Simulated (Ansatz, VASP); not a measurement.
# ZnPbN2: VASP beside Ansatz

One calculation is typed for both programs; each brings its own data sets and cutoff. How far apart do they land? The cell is invented: As first built, before any earlier steps moved the atoms (in the runner's words): it takes the ZnGeAs2 structure with some of its atoms replaced by other elements, volume scaled by an estimate. It may not be a known or stable phase. The cell is taken from a series of VASP runs on this material, whose earlier steps may have relaxed, scaled or displaced it; both programs get it as it stands. Other levels of theory on this material are compared in a session of their own.

Calculated with Ansatz 0.2.0; plane waves, with VASP 6.6.1 beside it; band structure at RPBE and band structure at RPBE, spin-orbit coupling.

### Step 1. Starting point

It takes space group P-4m2 (No. 115, tetragonal). Conventional cell: a = 3.578 Å, b = 3.578 Å, c = 4.878 Å, α = 90.00°, β = 90.00°, γ = 90.00°. Nearest to Pb lie 4 N at 2.24 Å. Nearest to Zn lie 4 N at 2.10 Å. Nearest to N lie 2 Zn at 2.10 Å and 2 Pb at 2.24 Å. As first built, before any earlier steps moved the atoms (in the runner's words): sites of the ZnGeAs2 structure (space group 115) filled with other elements, volume scaled by an estimate. Farther neighbours and most contacts between anions are not listed.

Structure file:

```xyz
4
Lattice="3.5782 0.0000 0.0000 0.0000 3.5782 0.0000 0.0000 0.0000 4.8783" Properties=species:S:1:pos:R:3 pbc="T T T"
Pb    0.0000    0.0000    2.4391
Zn    1.7891    1.7891    0.0000
N     1.7891    0.0000    3.7845
N     0.0000    1.7891    1.0938
```

### Step 2. VASP: band structure, RPBE

With cell and atoms fixed, the geometry can't cause a difference; cores, projectors, grids and the points listed under the comparison can.

Lines of VASP's logs that name or quote its potential files are left out, and so is its time.

File INCAR:

```
SYSTEM = ZnPbN2
PREC = Accurate
ENCUT = 520
EDIFF = 1E-06
NELM = 100
ISMEAR = 0
SIGMA = 0.05
LREAL = .FALSE.
ALGO = Normal
GGA = RP
NBANDS = 32
LORBIT = 11
LWAVE = .FALSE.
LCHARG = .FALSE.
KPAR = 2
```

File POSCAR:

```
ZnPbN2
1.0
    3.5782474918      0.0000000000      0.0000000000
    0.0000000000      3.5782474918      0.0000000000
    0.0000000000      0.0000000000      4.8782635182
Pb Zn N
1 1 2
Direct
    0.0000000000      0.0000000000      0.5000000000
    0.5000000000      0.5000000000      0.0000000000
    0.5000000000      0.0000000000      0.7757815908
    0.0000000000      0.5000000000      0.2242184092
```

File KPOINTS:

```
Automatic mesh
0
Gamma
6 6 5
0 0 0
```

File KPOINTS_OPT:

```
Line mode
16
Line-mode
Reciprocal
  0.00000000   0.00000000   0.00000000 GAMMA
  0.00000000   0.50000000   0.00000000 X

  0.00000000   0.50000000   0.00000000 X
  0.50000000   0.50000000   0.00000000 M

  0.50000000   0.50000000   0.00000000 M
  0.00000000   0.00000000   0.00000000 GAMMA

  0.00000000   0.00000000   0.00000000 GAMMA
  0.00000000   0.00000000   0.50000000 Z

  0.00000000   0.00000000   0.50000000 Z
  0.00000000   0.50000000   0.50000000 R

  0.00000000   0.50000000   0.50000000 R
  0.50000000   0.50000000   0.50000000 A

  0.50000000   0.50000000   0.50000000 A
  0.00000000   0.00000000   0.50000000 Z

  0.00000000   0.50000000   0.00000000 X
  0.00000000   0.50000000   0.50000000 R

  0.50000000   0.50000000   0.00000000 M
  0.50000000   0.50000000   0.50000000 A
```

The projector-augmented-wave data sets are Pb_d, Zn and N (PBE family, release 64).

Run with:

```
$ mpirun -np 2 vasp_std
```

Numbers of over 12 decimals in the logs are rounded to 6 here.

The program printed:

```text
[banner, memory and clock lines left out]
running    2 mpi-ranks, on    1 nodes
 distrk:  each k-point on    1 cores,    2 groups
 distr:  one band on    1 cores,    1 groups

 POSCAR found type information on POSCAR PbZnN
 POSCAR found :  3 types and       4 ions
|                                                                             |
|               ----> ADVICE to this user running VASP <----                  |
|                                                                             |
|     You enforced a specific xc type in the INCAR file but a different       |
|     [... a line on the potential file left out ...]
|     I HOPE YOU KNOW WHAT YOU ARE DOING!                                     |
|                                                                             |

 LDA part: xc-table for (Slater+PW92), standard interpolation
 POSCAR, INCAR and KPOINTS ok, starting setup
 FFT: planning ... GRIDC
 FFT: planning ... GRID_SOFT
 FFT: planning ... GRID
 WAVECAR not read
 entering main loop
       N       E                     dE             d eps       ncg     rms          rms(c)
DAV:   1     0.361686393274E+03    0.36169E+03   -0.16903E+04  1920   0.146E+03
DAV:   2     0.214961654385E+02   -0.34019E+03   -0.31413E+03  1936   0.386E+02
DAV:   3    -0.195900378543E+02   -0.41086E+02   -0.40023E+02  2272   0.134E+02
DAV:   4    -0.211172081353E+02   -0.15272E+01   -0.15230E+01  2240   0.270E+01
DAV:   5    -0.211511434634E+02   -0.33935E-01   -0.33932E-01  2552   0.451E+00    0.112E+01
DAV:   6    -0.176763050125E+02    0.34748E+01   -0.51203E+00  3504   0.598E+01    0.563E+00
DAV:   7    -0.178424725143E+02   -0.16617E+00   -0.24405E+00  2176   0.108E+01    0.344E+00
DAV:   8    -0.178407034818E+02    0.17690E-02   -0.23653E-01  2944   0.407E+00    0.116E+00
DAV:   9    -0.178277599055E+02    0.12944E-01   -0.32132E-02  2896   0.190E+00    0.427E-01
DAV:  10    -0.178275969746E+02    0.16293E-03   -0.10950E-02  2600   0.805E-01    0.210E-01
DAV:  11    -0.178283222382E+02   -0.72526E-03   -0.25541E-03  2192   0.459E-01    0.147E-01
DAV:  12    -0.178283058497E+02    0.16388E-04   -0.17687E-04  2192   0.140E-01    0.516E-02
DAV:  13    -0.178283099863E+02   -0.41366E-05   -0.23344E-05  2360   0.429E-02    0.266E-02
DAV:  14    -0.178283088124E+02    0.11739E-05   -0.29983E-06  2136   0.174E-02    0.667E-03
DAV:  15    -0.178283084949E+02    0.31750E-06   -0.50846E-07  1800   0.460E-03
   1 F= -.17828308E+02 E0= -.17828091E+02  d E =-.434903E-03
 Start KPOINTS_OPT (optional k-point list driver)
k-point batch [1-30\144]
       N       E                     dE             ncg
DAV:   1     0.656239706186E+04   -0.18585E+05     1952
DAV:   2    -0.330938005163E+04   -0.98718E+04     1936
DAV:   3    -0.442737873073E+04   -0.11180E+04     2280
DAV:   4    -0.446613003262E+04   -0.38751E+02     2256
DAV:   5    -0.446703483140E+04   -0.90480E+00     2528
DAV:   6    -0.446706728366E+04   -0.32452E-01     2288
DAV:   7    -0.446706962227E+04   -0.23386E-02     2936
DAV:   8    -0.446706963610E+04   -0.13830E-04     2024
DAV:   9    -0.446706963658E+04   -0.47423E-06     1608
[...]
k-point batch [121-144\144]
       N       E                     dE             ncg
DAV:   1     0.119415601525E+05   -0.27421E+05     1608
DAV:   2     0.409884936063E+04   -0.78427E+04     1608
DAV:   3     0.322907671832E+04   -0.86977E+03     1864
DAV:   4     0.320045776647E+04   -0.28619E+02     1776
DAV:   5     0.319977179300E+04   -0.68597E+00     2136
DAV:   6     0.319975292064E+04   -0.18872E-01     1808
DAV:   7     0.319975153530E+04   -0.13853E-02     2344
DAV:   8     0.319975152496E+04   -0.10341E-04     1472
DAV:   9     0.319975152466E+04   -0.30553E-06     1272
```

From OUTCAR (step 2):

```text
ion  position               nearest neighbor table
   1  0.000  0.000  0.500-   3 2.24   4 2.24   4 2.24   3 2.24   2 3.51   2 3.51   2 3.51   2 3.51
                             2 3.51   2 3.51   2 3.51   2 3.51
   2  0.500  0.500  0.000-   3 2.10   4 2.10   3 2.10   4 2.10   1 3.51   1 3.51   1 3.51   1 3.51
                             1 3.51   1 3.51   1 3.51   1 3.51
   3  0.500  0.000  0.776-   2 2.10   2 2.10   1 2.24   1 2.24
   4  0.000  0.500  0.224-   2 2.10   2 2.10   1 2.24   1 2.24

  LATTYP: Found a simple tetragonal cell.
 ALAT       =     3.5782474918
 C/A-ratio  =     1.3633108189

 Subroutine GETGRP returns: Found  8 space group operations
 (whereof  8 operations were pure point group operations)

The static configuration has the point symmetry D_2d.

 Found     30 irreducible k-points:

   k-points           NKPTS =     30   k-points in BZ     NKDIM =     30   number of bands    NBANDS=     32

   dimension x,y,z NGX =    28 NGY =   28 NGZ =   36
   dimension x,y,z NGXF=    56 NGYF=   56 NGZF=   72

   ENCUT  =  520.0 eV  38.22 Ry    6.18 a.u.   6.65  6.65  9.07*2*pi/ulx,y,z

   NELECT =      36.0000    total number of electrons

 k-points in reciprocal lattice and weights: Automatic mesh
   0.00000000  0.00000000  0.00000000       0.006
   0.16666667  0.00000000  0.00000000       0.022
   0.33333333  0.00000000  0.00000000       0.022
   0.50000000  0.00000000  0.00000000       0.011
   0.16666667  0.16666667  0.00000000       0.022
   0.33333333  0.16666667  0.00000000       0.044
   0.50000000  0.16666667  0.00000000       0.022
   0.33333333  0.33333333  0.00000000       0.022
   0.50000000  0.33333333  0.00000000       0.022
[...]
0.50000000  0.33333333  0.40000000       0.044
   0.50000000  0.50000000  0.40000000       0.011

 average (electrostatic) potential at core
       1 -92.4516       2 -33.5755       3 -63.8195       4 -63.8195

 E-fermi :   4.3475

 k-point     1 :       0.0000    0.0000    0.0000
  band No.  band energies     occupation
    ...
     15       1.8282      2.00000
     16       3.3097      2.00000
     17       4.3247      1.48216
     18       4.3354      1.26902
     19       4.3354      1.26902
     20       7.3160      0.00000
     21       9.3477      0.00000
     22      12.3166      0.00000
     23      12.3166      0.00000
     24      13.3826      0.00000
    ...

 k-point     2 :       0.1667    0.0000    0.0000
  band No.  band energies     occupation
    ...
     14       1.2717      2.00000
     15       2.0504      2.00000
     16       2.5137      2.00000
     17       3.9910      2.00000
     18       4.2484      1.99495
     19       5.0073      0.00000
     20       7.9673      0.00000
     21       9.4575      0.00000
     22      11.9246      0.00000
     23      12.4549      0.00000
    ...

 k-point     3 :       0.3333    0.0000    0.0000
  band No.  band energies     occupation
    ...
     14       0.9848      2.00000
     15       1.3339      2.00000
     16       2.5891      2.00000
     17       2.9812      2.00000
     18       3.9711      2.00000
     19       5.9299      0.00000
     20       9.1081      0.00000
     21       9.2246      0.00000
     22      11.6062      0.00000
     23      12.6864      0.00000
    ...

  Total        0.0016298      0.0016298      0.0391674      0.0000000      0.0000000      0.0000000
  in kB        0.0418051      0.0418051      1.0046842      0.0000000      0.0000000      0.0000000
  external PRESSURE =       0.3627648 kB  Pullay stress =       0.0000000 kB

  energy-cutoff  :      520.00
  volume of cell :       62.46
      direct lattice vectors                 reciprocal lattice vectors
     3.578247492  0.000000000  0.000000000     0.279466415  0.000000000  0.000000000
     0.000000000  3.578247492  0.000000000     0.000000000  0.279466415  0.000000000
     0.000000000  0.000000000  4.878263518     0.000000000  0.000000000  0.204990976

 POSITION                                       TOTAL-FORCE (eV/Angst)
 -----------------------------------------------------------------------------------
      0.00000      0.00000      2.43913         0.000000      0.000000      0.000000
      1.78912      1.78912      0.00000         0.000000     -0.000000      0.000000
      1.78912      0.00000      3.78447        -0.000000      0.000000      0.001490
      0.00000      1.78912      1.09380         0.000000      0.000000     -0.001490
 -----------------------------------------------------------------------------------
    total drift:                                0.000000      0.000000     -0.000000

  FREE ENERGIE OF THE ION-ELECTRON SYSTEM (eV)
  ---------------------------------------------------
  free  energy   TOTEN  =       -17.8283084949 eV

  energy  without entropy=      -17.8278735917  energy(sigma->0) =      -17.82809104

 total charge
# of ion       s       p       d       tot
------------------------------------------
    1        1.199   0.877   9.927  12.003
    2        0.489   0.460   9.818  10.767
    3        1.278   2.311   0.000   3.588
    4        1.278   2.311   0.000   3.588
--------------------------------------------------
tot          4.243   5.959  19.745  29.947

[... 3 further parts left out ...]
```

The run ends at a pressure of 0.04 GPa, with forces up to 0.0015 eV/Å.

### Step 3. Ansatz: band structure, RPBE

Ansatz runs on its default PAW (the set named soft_2) files.

The same cell, functional, mesh and smearing now go to Ansatz, which takes its cutoff from its data sets.

File input.yaml:

```yaml
crystal:
  lattice:
    - [3.5782474918, 0.0, 0.0]
    - [0.0, 3.5782474918, 0.0]
    - [0.0, 0.0, 4.8782635182]
  atoms:
    - { symbol: Pb, position: [0.0, 0.0, 0.5] }
    - { symbol: Zn, position: [0.5, 0.5, 0.0] }
    - { symbol: "N", position: [0.5, 0.0, 0.7757815908] }
    - { symbol: "N", position: [0.0, 0.5, 0.2242184092] }
hamiltonian:
  xc: rpbe
  pseudopotentials: { kind: paw }
kpoints:
  mp_grid: { grid: [6, 6, 5] }
  band_path:
    path:
      - [0.0, 0.0, 0.0]
      - [0.0, 0.13333, 0.0]
      - [0.0, 0.3, 0.0]
      - [0.0, 0.46667, 0.0]
      - [0.1, 0.5, 0.0]
      - [0.26667, 0.5, 0.0]
      - [0.43333, 0.5, 0.0]
      - [0.43333, 0.43333, 0.0]
      - [0.26667, 0.26667, 0.0]
      - [0.1, 0.1, 0.0]
      - [0.0, 0.0, 0.03333]
      - [0.0, 0.0, 0.2]
      - [0.0, 0.0, 0.36667]
      - [0.0, 0.0, 0.5]
      - [0.0, 0.16667, 0.5]
      - [0.0, 0.3, 0.5]
      - [0.0, 0.46667, 0.5]
      - [0.1, 0.5, 0.5]
      - [0.26667, 0.5, 0.5]
      - [0.43333, 0.5, 0.5]
      - [0.43333, 0.43333, 0.5]
      - [0.26667, 0.26667, 0.5]
      - [0.1, 0.1, 0.5]
      - [0.0, 0.5, 0.03333]
      - [0.0, 0.5, 0.2]
      - [0.0, 0.5, 0.36667]
      - [0.5, 0.5, 0.0]
      - [0.5, 0.5, 0.16667]
      - [0.5, 0.5, 0.33333]
      - [0.5, 0.5, 0.5]
    npoints: 1
scf:
  occupations: { method: gaussian, width: 0.05 }
  n_extra_bands: 8
output:
  forces: true
  stress: true
  eigenvalues: true
```

Run with:

```
$ ansatz run input.yaml --threads 2 --pin off --max-ram 4608MiB --backend cpu --events-out ev --progress --plain --runs-dir out
```

The program printed:

```text
scf.n_extra_bands = 8 over 18 filled bands (N_el = 36.0): the run solves 26 bands
Engine: ansatz 0.2.0, aarch64-unknown-linux-gnu
Pseudopotentials: kind: paw
Pseudopotential: Pb, paw, valence charge 14, recommended cutoff 420 eV (normal), Pb.paw.azcp
Pseudopotential: Zn, paw, valence charge 12, recommended cutoff 420 eV (normal), Zn.paw.azcp
Pseudopotential: N, paw, valence charge 5, recommended cutoff 420 eV (normal), N.paw.azcp
Functional definition: RPBE
  parameter kappa = 0.804
  parameter beta = 0.066725
  exchange = rpbe_x(kappa = kappa, mu = beta*pi^2/3)
  correlation = pbe_c(beta = beta)
Crystal: 4 atoms, lattice volume = 62.461 Å³
Basis set: ecut = 420 eV, 1205 PW (Γ), exchange–correlation on 48×48×72 points (8 copies of the dense FFT grid, shifted against one another)
Bands: 26, of which v1, the nominal top of the filled ones, is band 18 counted from 1 (17 counted from 0)
Symmetry: 8 space group operations
Space group: P-4m2 (ITA 115), of the structure as read, at distance tolerance 4.0e-5 Å
k-points: 30 of 180 (time reversal used)
Non-local potential: Pb, projectors of the file, l = 0: 2, l = 1: 2, l = 2: 2, l = 3: 2
Non-local potential: Zn, projectors of the file, l = 0: 2, l = 1: 2, l = 2: 3, l = 3: 1
Non-local potential: N, projectors of the file, l = 0: 2, l = 1: 2, l = 2: 1
PAW form: soft (Blöchl's): semilocal exchange-correlation on the pseudo side does not see the compensation charge
PAW frozen core: Pb, regenerated for the run's functional, and the local potential with it (the file was generated under x = pbe(κ = 0.804, μ = 0.219515), c = pbe(β = 0.066725))
PAW frozen core: Zn, regenerated for the run's functional, and the local potential with it (the file was generated under x = pbe(κ = 0.804, μ = 0.219515), c = pbe(β = 0.066725))
PAW frozen core: N, regenerated for the run's functional, and the local potential with it (the file was generated under x = pbe(κ = 0.804, μ = 0.219515), c = pbe(β = 0.066725))
PAW one-centre angular grid: Pb, 590 points (default); XC on 64 Gauss nodes
PAW one-centre angular grid: Zn, 590 points (default); XC on 64 Gauss nodes
PAW one-centre angular grid: N, 110 points (default); XC on 64 Gauss nodes
Initial density: superposition of atomic densities (neutral atoms: chi_scale 0, normalization atom), corrected by the library's trained network
Initial wavefunctions: pseudopotential atomic-orbital guess
Functional: x = rpbe, c = pbe(β = 0.066725)
SCF iter   1: F=—  HF=-16015.132117 eV  |F-HF|=—  |Δ(HF+E_count)|=         —  Δρ=4.89e-3  dr2=9.85e-3  ethr=1.77e-3  ⟨swp⟩=6.0  Hψ=3856  notcnv=0  defer=2
preconditioner: auto → Resta (q_TF=auto, 2.489 Å⁻¹)  ε∞=4.3  [insulator: Δε(μ)=0.692 eV  Ē_g=15.449 eV  σ=0.050 eV  W_gap=0.62  n_scr=18 (ndim 8)  ℏωp=28.2 eV  f_vac=0.010  D(μ)=0.35/eV (n_scr^D=0)  ε∞_Penn≈4.3]
SCF iter   2: F=—  HF=-16015.129568 eV  |F-HF|=—  |Δ(HF+E_count)|=   2.55e-3  Δρ=1.83e-3  dr2=2.24e-3  ethr=2.74e-5  ⟨swp⟩=2.0  Hψ=1497  notcnv=0  defer=49
SCF iter   3: F=—  HF=-16015.129272 eV  |F-HF|=—  |Δ(HF+E_count)|=   2.96e-4  Δρ=1.10e-3  dr2=8.13e-4  ethr=6.21e-6  ⟨swp⟩=2.0  Hψ=871  notcnv=0  defer=49
SCF iter   4: F=—  HF=-16015.129178 eV  |F-HF|=—  |Δ(HF+E_count)|=   9.41e-5  Δρ=2.13e-4  dr2=2.29e-5  ethr=2.26e-6  ⟨swp⟩=2.8  Hψ=1115  notcnv=0  defer=49
SCF iter   5: F=—  HF=-16015.129111 eV  |F-HF|=—  |Δ(HF+E_count)|=   6.71e-5  Δρ=7.44e-5  dr2=4.11e-6  ethr=6.35e-8  ⟨swp⟩=2.0  Hψ=1043  notcnv=0  defer=49
SCF iter   6: F=—  HF=-16015.129118 eV  |F-HF|=—  |Δ(HF+E_count)|=   6.94e-6  Δρ=1.60e-5  dr2=1.46e-7  ethr=1.14e-8  ⟨swp⟩=2.0  Hψ=1109  notcnv=0  defer=49
SCF iter   7: F=-16015.129118 eV  HF=-16015.129118 eV  |F-HF|=3.57e-8  |Δ(HF+E_count)|=   5.10e-7  Δρ=4.69e-6  dr2=1.47e-8  ethr=2.78e-10  ⟨swp⟩=9.6  Hψ=4287  notcnv=0
SCF 1 converged in 7 iterations: F = -16015.129118 eV  dr2 = 1.47e-8
  greatest PAW one-centre occupation: 0.984 electrons in one spin orbital (limit 2), on the Zn atom at site 1 (counted from 0), in its partial waves of l = 2
NSCF: frozen V_eff on 30 k-points
SCF converged after 7 iterations
Free energy (F): -16015.129118 eV
Harris-Foulkes:  -16015.129118 eV  (|F-HF|=3.57e-8)
Internal energy: -16015.128682 eV  (E = F + TS)
E sigma→0 (E₀):  -16015.128900 eV
Entropy (-TS):   -0.000436 eV (-0.109 meV/atom)
Fermi energy:    8.741496 eV
--- Per-component energies (eV) ---
  E_band       = 8.743232
  E_kinetic    = 674.252628
  E_local      = -3152.182435  (includes V_loc(G=0)·N_el)
  E_nonlocal   = 1058.554829
  E_hartree    = 1269.535876
  E_xc         = -474.242962
  E_vxc        = -330.447025  (∫ρ·V_xc dr)
  E_paw        = -12518.310459  (= ΣΔE_a)
  E_vpaw       = -780.501488  (= ΣTr[D̂ρ^β])
  E_aug_tail   = -0.000183  (compensation charges beyond the density's cutoff)
  E_ewald      = -2872.703475
  E_core_change = -0.032501  (= ΣΔE_core)
  E_smearing   = -0.000436  (= −TS)
  E_closure    = 0.000000  (closes the sum)
  Σ components = -16015.129118   (vs F -16015.129118, Δ=0.00e0)
--- Forces (eV/Å), atoms counted from 1 ---
  atom   1  Pb     0.00000000    -0.00000000    -0.00000000
  atom   2  Zn     0.00000000    -0.00000000    -0.00000000
  atom   3  N     -0.00000000     0.00000000     0.02255301
  atom   4  N     -0.00000000     0.00000000    -0.02255301
  max |Σ_I F_I| component: 1.60e-16 eV/Å
--- Stress (GPa, compression-positive) ---
       -0.274771       0.000000       0.000000
        0.000000      -0.274771      -0.000000
        0.000000      -0.000000      -0.127109
  P = ⅓ Tr σ = -0.2256 GPa (-2.256 kbar)
--- Band table (eV; the first three rows and the last of 30) ---
  k-point 0: bands = [... 14 lower, 6.2261, 7.7176, 8.7206, 8.7285, 8.7285, 11.7217, 13.7555, 16.7229, ... 4 higher]
  k-point 1: bands = [... 14 lower, 6.4383, 7.1179, 8.4843, 8.4843, 9.4447, 11.8154, 13.8436, 16.7764, ... 4 higher]
  k-point 2: bands = [... 14 lower, 6.9520, 6.9520, 7.9186, 7.9186, 10.4410, 11.7394, 14.2469, 15.5876, ... 4 higher]
  k-point 29: bands = [... 14 lower, 5.6569, 5.6569, 5.7365, 6.6556, 11.9227, 13.4847, 13.4847, 16.6452, ... 4 higher]
```

Elapsed: 7.1 s, on 2 threads of Arm Neoverse N1, shared host; peak memory 0.37 GiB.

In the SCF lines HF is the Harris–Foulkes energy and dr2 the Hartree energy of the density residual, in eV; the loop may stop once dr2 is under the threshold and the program's other checks hold. Hψ counts applications of the Hamiltonian.

### Step 4. Differences

Known differences besides the potentials themselves: the cutoff is 420 eV in Ansatz and 520 eV in VASP; Ansatz makes its cores anew for this functional, VASP keeps those of its PBE data sets; VASP leaves aspherical gradient terms in its spheres out (LASPH is not set), Ansatz keeps them. Total energies have different zeros and are not compared.

The two programs side by side:

```csv
quantity,Ansatz,VASP,difference
pressure (GPa),-0.23,0.04,-0.26
pressure without Ansatz's Pulay correction (GPa),-0.56,0.04,-0.60
```

At this near-relaxed geometry the largest component of a force difference is 21 meV/Å. Levels from 3 eV below to 2 eV above the Fermi level differ by 6 meV r.m.s. and 18 meV at most; each VASP level is matched to the nearest of Ansatz, which flatters the figure a little. Ansatz's pressure holds a Pulay correction of 0.33 GPa; VASP's holds none.

(Part 1 of 2 ends here.)

[Lines on the potential files, build, host, timing and source positions are cut from VASP's logs without a mark.]

[Logs are printed without paths, hosts, clocks, repeated set-up lines and the standing remarks that a program may print on its own settings, such as how far it seeks lower states.]

[Hosts, paths, dates, database ids (printed as entryN), source tags and the programs' standing remarks are cut or masked in the printed files.]
